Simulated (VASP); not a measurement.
Method: PBE GGA, VASP's PBE PAW potentials (set 64) (plane waves; VASP 6.6.1). Each cell was relaxed at this level, without spin-orbit coupling.

Task: Which of these comes out without a gap?
A. GaP, F-43m (216)
B. AlN, P6_3mc (186)
C. CdI2, P-3m1 (164)
D. Mo3Si, Pm-3n (223)

Result: D, Mo3Si, Pm-3n (223). The others have gaps of 2.40 eV (CdI2, P-3m1 (164)), 1.59 eV (GaP, F-43m (216)), 4.05 eV (AlN, P6_3mc (186)).
